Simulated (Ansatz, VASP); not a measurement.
# Al3GaN4 in two plane-wave programs, part 2 of 2

Aim: how closely do two programs agree when they are given the same cell, functional and k mesh? The cell is taken from a series of runs on this material, whose earlier steps may have relaxed, scaled, displaced or heated it; both programs get it as it stands.

VASP 6.6.1 and Ansatz 0.2.0.

So far: Starting point; Ansatz: G0W0 gap, PBEsol; VASP: G0W0 gap, PBEsol.

### 3. VASP: G0W0 gap, PBEsol (continued)

Level of this step: G0W0 on PBEsol; plane waves and PAW (Al_GW, Ga_d_GW, N_GW) (VASP).

Numbers of over 12 decimals in the logs are rounded to 6 here.

From OUTCAR (step 3):

```text
ion  position               nearest neighbor table
   1  0.250  0.500  0.000-   9 1.89  10 1.89  11 1.89  12 1.89
   2  0.250  0.000  0.500-   9 1.89  10 1.89  11 1.89  12 1.89
   3  0.000  0.500  0.500-  11 1.89  12 1.89  13 1.89  14 1.89
   4  0.750  0.500  0.000-  13 1.89  14 1.89  15 1.89  16 1.89
   5  0.750  0.000  0.500-  13 1.89  14 1.89  15 1.89  16 1.89
   6  0.500  0.500  0.500-   9 1.89  10 1.89  15 1.89  16 1.89
   7  0.000  0.000  0.000-  11 1.95  12 1.95  13 1.95  14 1.95
   8  0.500  0.000  0.000-   9 1.95  10 1.95  15 1.95  16 1.95
   9  0.372  0.744  0.256-   1 1.89   2 1.89   6 1.89   8 1.95
  10  0.372  0.256  0.744-   1 1.89   2 1.89   6 1.89   8 1.95
  11  0.128  0.744  0.744-   1 1.89   2 1.89   3 1.89   7 1.95
  12  0.128  0.256  0.256-   1 1.89   2 1.89   3 1.89   7 1.95
  13  0.872  0.744  0.256-   3 1.89   4 1.89   5 1.89   7 1.95
  14  0.872  0.256  0.744-   3 1.89   4 1.89   5 1.89   7 1.95
  15  0.628  0.744  0.744-   4 1.89   5 1.89   6 1.89   8 1.95
  16  0.628  0.256  0.256-   4 1.89   5 1.89   6 1.89   8 1.95

  LATTYP: Found a simple tetragonal cell.
 ALAT       =     4.4014385300
 C/A-ratio  =     2.0000000000

 Subroutine GETGRP returns: Found  8 space group operations
 (whereof  8 operations were pure point group operations)

The static configuration has the point symmetry D_2d.

 Found      3 irreducible k-points:

   k-points           NKPTS =      3   k-points in BZ     NKDIM =      4   number of bands    NBANDS=    220

   dimension x,y,z NGX =    64 NGY =   30 NGZ =   30
   dimension x,y,z NGXF=   128 NGYF=   60 NGZF=   60

   ENCUT  =  450.0 eV  33.07 Ry    5.75 a.u.  15.23  7.61  7.61*2*pi/ulx,y,z

   NELECT =      84.0000    total number of electrons

  energy-cutoff  :      450.00
  volume of cell :      170.54
      direct lattice vectors                 reciprocal lattice vectors
     8.802877060  0.000000000  0.000000000     0.113599224  0.000000000  0.000000000
     0.000000000  4.401438530  0.000000000     0.000000000  0.227198447  0.000000000
     0.000000000  0.000000000  4.401438530     0.000000000  0.000000000  0.227198447

 k-points in reciprocal lattice and weights: Automatic mesh
   0.00000000  0.00000000  0.00000000       0.250
   0.00000000  0.50000000  0.00000000       0.500
   0.00000000  0.50000000  0.50000000       0.250

 E-fermi :   6.5290

 QP shifts <psi_nk| G(iteration)W_0 |psi_nk>: iteration 1
 for sc-GW calculations column KS-energies equals QP-energies in previous step
 and V_xc(KS)=  KS-energies - (<T + V_ion + V_H > + <T+V_H+V_ion>^1  + <V_x>^1)
 k-point   1 :       0.0000    0.0000    0.0000
  band No.  KS-energies  QP-energies   sigma(KS)   V_xc(KS)     V^pw_x(r,r')   Z            occupation Imag(sigma)
    ...
     39       3.9306       3.5773     -16.4637     -16.0024     -20.3477       0.7658       2.0000       0.0825
     40       4.8789       4.6925     -16.9576     -16.7161     -20.7832       0.7723       2.0000       0.0771
     41       4.8789       4.6925     -16.9576     -16.7161     -20.7832       0.7723       2.0000       0.0771
     42       4.8789       4.6925     -16.9576     -16.7161     -20.7832       0.7723       2.0000       0.0771
     43       8.1791       8.8306      -9.2962     -10.1069      -5.4891       0.8036       0.0000      -0.0657
     44       8.1791       8.8306      -9.2962     -10.1069      -5.4891       0.8036       0.0000      -0.0657
     45       8.1791       8.8306      -9.2962     -10.1069      -5.4891       0.8036       0.0000      -0.0657
     46       8.3205       9.2840     -11.8247     -13.0392      -8.0281       0.7934       0.0000      -0.0724
    ...

 k-point   2 :       0.0000    0.5000    0.0000
  band No.  KS-energies  QP-energies   sigma(KS)   V_xc(KS)     V^pw_x(r,r')   Z            occupation Imag(sigma)
    ...
     39       4.0364       3.7506     -16.5987     -16.2230     -20.6589       0.7607       2.0000       0.0883
     40       4.3318       4.0571     -16.8788     -16.5210     -20.9054       0.7675       2.0000       0.0856
     41       4.3431       4.0970     -16.7231     -16.4032     -20.5143       0.7694       2.0000       0.0815
     42       4.3431       4.0970     -16.7231     -16.4032     -20.5143       0.7694       2.0000       0.0815
     43      10.3988      11.3532     -10.9388     -12.1516      -6.9927       0.7871       0.0000      -0.0757
     44      10.4642      11.5963     -11.3780     -12.8286      -7.4600       0.7804       0.0000      -0.0763
     45      10.9259      11.9618     -10.9734     -12.2932      -7.1560       0.7849       0.0000      -0.0772
     46      10.9259      11.9618     -10.9734     -12.2932      -7.1560       0.7849       0.0000      -0.0772
    ...

 k-point   3 :       0.0000    0.5000    0.5000
  band No.  KS-energies  QP-energies   sigma(KS)   V_xc(KS)     V^pw_x(r,r')   Z            occupation Imag(sigma)
    ...
     39       4.3431       4.0974     -16.7224     -16.4031     -20.5138       0.7696       2.0000       0.0815
     40       4.4997       4.2676     -16.8948     -16.5939     -20.6578       0.7711       2.0000       0.0772
     41       4.4997       4.2676     -16.8948     -16.5939     -20.6578       0.7711       2.0000       0.0772
     42       4.4997       4.2676     -16.8948     -16.5939     -20.6578       0.7711       2.0000       0.0772
     43      10.3251      11.6779     -11.1232     -12.8237      -7.0941       0.7955       0.0000      -0.0697
     44      11.7998      12.8583     -10.0886     -11.4168      -5.8059       0.7969       0.0000      -0.0772
     45      11.7998      12.8583     -10.0886     -11.4168      -5.8059       0.7969       0.0000      -0.0772
     46      11.7998      12.8583     -10.0886     -11.4168      -5.8059       0.7969       0.0000      -0.0772
    ...
```

### 4. Differences

Known differences besides the potentials themselves: fixed occupations in Ansatz, narrow Gaussian smearing in VASP; the cutoff is 420 eV in Ansatz and 450 eV in VASP; Ansatz makes its cores anew for this functional, VASP keeps those of its PBE data sets; VASP leaves aspherical gradient terms in its spheres out (LASPH is not set), Ansatz keeps them; Ansatz integrates over frequency by contour deformation, VASP on a grid of NOMEGA points; Ansatz's G0W0 levels solve the quasiparticle equation, VASP's are linearised. Total energies have different zeros and are not compared.

The two programs side by side:

| quantity | Ansatz | VASP | difference |
| --- | --- | --- | --- |
| G0W0 gap on the mesh (eV) | 4.18 | 4.14 | +0.04 |
| Kohn-Sham gap under it (eV) | 3.31 | 3.30 | +0.01 |

### 5. What came out

```json
{"difference in G0W0 gap on the mesh (G0W0 gap, PBEsol)": "0.040 eV"}
```

What this shows: The difference in G0W0 gap on the mesh is 0.040 eV (G0W0 gap, PBEsol). How closely two codes agree says nothing of how well the functional describes the real material.

[Lines on the potential files, build, host, timing and source positions are cut from VASP's logs without a mark.]

[Logs are printed without paths, hosts, clocks, repeated set-up lines and the standing remarks that a program may print on its own settings, such as how far it seeks lower states.]

[Hosts, paths, dates, database ids (printed as entryN), source tags and the programs' standing remarks are cut or masked in the printed files.]
